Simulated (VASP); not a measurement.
# MnRuN2 (I4/mmm) in VASP: relaxation of cell and atoms with PBE

Aim: the relaxation of cell and atoms of MnRuN2 with PBE.

All numbers are computed with VASP 6.6.1; they aren't measurements. Logs are shortened: lines on timing, memory, paths and dates and some standing lists are left out, and cuts for length are marked.

## Step 1: Starting point

Symmetry: I4/mmm, No. 139, tetragonal system. The conventional cell has a = 3.703 Å, b = 3.703 Å, c = 7.066 Å, α = 90.00°, β = 90.00°, γ = 90.00°. Mn (site symmetry 4/mmm) is surrounded by 2 N at 1.90 Å. Ru (site symmetry 4/mmm) is surrounded by 2 N at 1.63 Å. N (site symmetry 4mm) is surrounded by 1 Ru at 1.63 Å.

The cell was built by a generator and needn't be a form met in nature.

## Step 2: Relaxation of cell and atoms, PBE, collinear spin, ferromagnetic start

Input file INCAR:

```
  PREC = Normal
  ENCUT = 520
  EDIFF = 1E-4
  ISMEAR = 0
  SIGMA = 0.15
  LREAL = False
  LASPH = True
  NELM = 60
  ALGO = Fast
  ISIF = 3
  LWAVE = False
  LCHARG = False
  ISPIN = 2
  MAGMOM = 4 1 0 0
  LORBIT = 11
  LMAXMIX = 4
  GGA = PE
  IBRION = 2
  NSW = 24
  EDIFFG = -0.08
```

Input file KPOINTS:

```
Automatic mesh
0
Gamma
  6 6 6
```

Input file POSCAR:

```
MnRuN2
1.0
   -1.8516639400      1.8516639400      3.5328936000
    1.8516639400     -1.8516639400      3.5328936000
    1.8516639400      1.8516639400     -3.5328936000
Mn Ru N
1 1 2
Direct
    0.0000000000      0.0000000000      0.0000000000
    0.5000000000      0.5000000000      0.0000000000
    0.7306791300      0.7306791300      0.0000000000
    0.2693208700      0.2693208700      0.0000000000
```

Potentials or basis: VASP PAW PBE potentials, release 64 (Mn_pv, Ru_pv, N).

Run with:

```bash
$ cat potpaw_PBE.64/Mn_pv/POTCAR potpaw_PBE.64/Ru_pv/POTCAR potpaw_PBE.64/N/POTCAR > POTCAR
$ mpirun -np 1 vasp_std > vasp.out
```

OUTCAR:

```text
PREC = Normal
   ENCUT = 520
   EDIFF = 1E-4
   ISMEAR = 0
   LREAL = False
   LASPH = True
   NELM = 60
   ISIF = 3
   ISPIN = 2
   LORBIT = 11
   GGA = PE
   IBRION = 2
   NSW = 24
   EDIFFG = -0.08

 ion  position               nearest neighbor table
   1  0.000  0.000  0.000-   3 1.90   4 1.90   2 2.62   2 2.62   2 2.62   2 2.62
   2  0.500  0.500  0.000-   3 1.63   4 1.63   1 2.62   1 2.62   1 2.62   1 2.62
   3  0.731  0.731  0.000-   2 1.63   1 1.90
   4  0.269  0.269  0.000-   2 1.63   1 1.90

  LATTYP: Found a body centered tetragonal cell.
 ALAT       =     3.7033278800
 C/A-ratio  =     1.9079561489

  Lattice vectors:

 A1 = (  -1.8516639400,   1.8516639400,   3.5328936000)
 A2 = (   1.8516639400,  -1.8516639400,   3.5328936000)
 A3 = (   1.8516639400,   1.8516639400,  -3.5328936000)

Analysis of symmetry for initial positions (statically):
=====================================================================
 Subroutine PRICEL returns:
 Original cell was already a primitive cell.

 Routine SETGRP: Setting up the symmetry group for a
 body centered tetragonal supercell.

 Subroutine GETGRP returns: Found 16 space group operations
 (whereof 16 operations were pure point group operations)
 out of a pool of 16 trial point group operations.

The static configuration has the point symmetry D_4h.

Analysis of symmetry for dynamics (positions and initial velocities):
=====================================================================
 Subroutine PRICEL returns:
 Original cell was already a primitive cell.

 Routine SETGRP: Setting up the symmetry group for a
 body centered tetragonal supercell.

 Subroutine GETGRP returns: Found 16 space group operations
 (whereof 16 operations were pure point group operations)
 out of a pool of 16 trial point group operations.

The dynamic configuration has the point symmetry D_4h.

Analysis of structural, dynamic, and magnetic symmetry:
=====================================================================
 Subroutine PRICEL returns:
 Original cell was already a primitive cell.

 Routine SETGRP: Setting up the symmetry group for a
 body centered tetragonal supercell.

 Subroutine GETGRP returns: Found 16 space group operations
 (whereof 16 operations were pure point group operations)
 out of a pool of 16 trial point group operations.

The overall configuration has the point symmetry D_4h.

 Subroutine INISYM returns: Found 16 space group operations
 (whereof 16 operations are pure point group operations),
[... 141 lines left out ...]

 number of electron      37.0000021 magnetization       3.0381475

 Free energy of the ion-electron system (eV)
  ---------------------------------------------------
  ext. energy  EPLUGINS =         0.00000000
  ---------------------------------------------------
  free energy    TOTEN  =       -29.91041387 eV

  energy without entropy =      -29.88177896  energy(sigma->0) =      -29.89609641

------------------------ aborting loop because EDIFF is reached ----------------------------------------

  FORCE on cell =-STRESS in cart. coord.  units (eV):
  Direction    XX          YY          ZZ          XY          YZ          ZX
  --------------------------------------------------------------------------------------
  -------------------------------------------------------------------------------------
  Total        2.6287093      2.6287093     28.0483640      0.0000000     -0.0000000      0.0000000
  in kB       86.9237107     86.9237107    927.4771739      0.0000000     -0.0000000      0.0000000
  external PRESSURE =     367.1081984 kB  Pullay stress =       0.0000000 kB
[... 27 lines left out ...]
 number of electron      37.0000048 magnetization       0.1478673

 number of electron      37.0000048 magnetization      -1.5780549

 E-fermi :   2.7126     XC(G=0): -10.1643

 val. band max:        2.7023157778   @ k =   0.5000   0.1667  -0.0000
 cond. band min:       2.7156561092   @ k =  -0.1667   0.1667   0.0000
 fundamental gap:      0.0133403314
 Fermi energy:         2.7125657146

 spin component 1

 k-point     1 :       0.0000    0.0000    0.0000
  band No.  band energies     occupation
      1     -45.2893      1.00000
      2     -45.2893      1.00000
      3     -45.2843      1.00000
      4     -39.2472      1.00000
      5     -39.2472      1.00000
      6     -39.1457      1.00000
[... 1408 lines left out ...]
  FREE ENERGIE OF THE ION-ELECTRON SYSTEM (eV)
  ---------------------------------------------------
  free  energy   TOTEN  =       -26.7588080127 eV

  energy  without entropy=      -26.6912312986  energy(sigma->0) =      -26.72501966

[... ionic steps 4 to 8 ...]

--------------------------------------- Ionic step        9  -------------------------------------------

 number of electron      37.0000023 magnetization       1.2074486

------------------------ aborting loop because EDIFF is reached ----------------------------------------
[... 71 lines left out ...]
--------------------------------------- Ionic step       11  -------------------------------------------

 number of electron      37.0000023 magnetization       1.1533069

 Free energy of the ion-electron system (eV)
  ---------------------------------------------------
  ext. energy  EPLUGINS =         0.00000000
  ---------------------------------------------------
  free energy    TOTEN  =       -31.66997582 eV

  energy without entropy =      -31.63244787  energy(sigma->0) =      -31.65121185

 E-fermi :   5.8309     XC(G=0): -11.6846

 val. band max:        5.8210665483   @ k =  -0.1667   0.5000   0.1667
 cond. band min:       5.8356126421   @ k =  -0.3333   0.3333   0.1667
 fundamental gap:      0.0145460938
 Fermi energy:         5.8309231349

 spin component 1

 k-point     1 :       0.0000    0.0000    0.0000
  band No.  band energies     occupation
      1     -43.0077      1.00000
      2     -43.0077      1.00000
      3     -42.9997      1.00000
      4     -37.3924      1.00000
      5     -36.7173      1.00000
      6     -36.7173      1.00000
[... 1370 lines left out ...]
  FREE ENERGIE OF THE ION-ELECTRON SYSTEM (eV)
  ---------------------------------------------------
  free  energy   TOTEN  =       -31.6699758231 eV

  energy  without entropy=      -31.6324478711  energy(sigma->0) =      -31.65121185

 reached required accuracy - stopping structural energy minimisation

 total charge

# of ion       s       p       d       tot
------------------------------------------
    1        0.405   6.461   5.163  12.029
    2        0.404   6.334   5.991  12.729
    3        1.331   2.289   0.000   3.621
    4        1.331   2.289   0.000   3.621
--------------------------------------------------
tot          3.471  17.374  11.155  31.999

 magnetization (x)

# of ion       s       p       d       tot
------------------------------------------
    1        0.018   0.017   1.447   1.483
    2       -0.016   0.005   0.036   0.025
    3       -0.007  -0.151   0.000  -0.157
    4       -0.007  -0.151   0.000  -0.157
--------------------------------------------------
tot         -0.011  -0.280   1.483   1.193
```

OSZICAR:

```text
N       E                     dE             d eps       ncg     rms          rms(c)
DAV:   1     0.407447416308E+03    0.40745E+03   -0.21720E+04  3040   0.166E+03
DAV:   2    -0.983665155156E+01   -0.41728E+03   -0.40167E+03  3289   0.482E+02
[... 169 lines left out ...]
RMM:   2    -0.327804235735E+02   -0.96296E+00   -0.21987E+00  3081   0.119E+01    0.123E+01
RMM:   3    -0.317555358785E+02    0.10249E+01   -0.81527E-01  3092   0.736E+00    0.316E+00
RMM:   4    -0.316716246524E+02    0.83911E-01   -0.95003E-02  3015   0.219E+00    0.119E+00
RMM:   5    -0.316702673545E+02    0.13573E-02   -0.22190E-02  3095   0.973E-01    0.413E-01
RMM:   6    -0.316698976495E+02    0.36971E-03   -0.18668E-03  2986   0.392E-01    0.238E-01
RMM:   7    -0.316699758231E+02   -0.78174E-04   -0.49887E-04  2515   0.176E-01
  11 F= -.31669976E+02 E0= -.31651212E+02  d E =-.116758E-01  mag=     1.1658
```

Run time: 11 min. Hardware: 1 thread of Intel Xeon Platinum 8259CL at 2.50GHz (Skylake/Cascade Lake), shared host; peak memory 0.23 GiB.

Results:

| Item | Value |
| --- | --- |
| Free energy | -31.6700 eV |
| Relaxed volume | 12.58 Å³/atom |
| Relaxed cell | a = 4.446 Å, b = 4.446 Å, c = 4.446 Å, α = 130.03°, β = 130.03°, γ = 73.36° |
| Space group after relaxing (to 0.05 Å) | I4/mmm (No. 139) |
| Energy gained by relaxing | 439.9 meV/atom |
| Ionic steps | 11 |
| Pressure after relaxing | -0.3 GPa |
| Largest force after relaxing | 0.016 eV/Å |
| Band gap on the k mesh | none (metal or under the smearing width) |
| Net moment | 1.15 μB per cell |
| Site moments | Mn +1.48; Ru +0.03; N -0.16 μB |
| Valence electrons inside the program's atomic spheres | Mn 12.03; Ru 12.73; N 3.62 |

Forces on the atoms (eV/Å):
```
Mn   0.000  0.000  0.000
Ru   0.000  0.000  0.000
N    0.000  0.000 -0.016
N    0.000  0.000  0.016
```

The path:
```
step  energy change (eV)  largest force (eV/Å)  pressure (GPa)  volume (Å³)
   1              0.0000                9.0624           36.71        48.45
   2              5.3097                3.0005          -33.54        69.02
   3              3.1516                1.3862          -36.65        62.34
   4              0.6505                0.7474          -28.68        57.22
   5             -1.1275                0.1886          -17.47        52.78
   6             -1.5054                1.6391           -3.58        50.60
   7             -1.5066                1.8301           -2.39        50.45
   8             -1.7085                0.4246            5.78        49.88
   9             -1.7479                0.5857            2.06        50.04
  10             -1.7156                1.0300           -4.81        50.85
  11             -1.7596                0.0159           -0.29        50.31
```

Final structure:
```
Mn Ru N
1.0
    -1.87804    1.87804    3.56569
     1.87804   -1.87804    3.56569
     1.87804    1.87804   -3.56569
Mn Ru N
1 1 2
Direct
  0.00000 0.00000 0.00000
  0.50000 0.50000 0.00000
  0.75741 0.75741 0.00000
  0.24259 0.24259 0.00000
```

Caveat: the k mesh is coarse (spacing up to 0.40 Å⁻¹), so the values aren't converged; a cell with one magnetic atom can't hold antiferromagnetic order, which such compounds often take; the relaxation stopped at a loose force limit of 0.08 eV/Å, so its end isn't a converged minimum. With open d or f shells a metallic result of PBE can be an artefact of self-interaction; +U or a hybrid may open a gap.
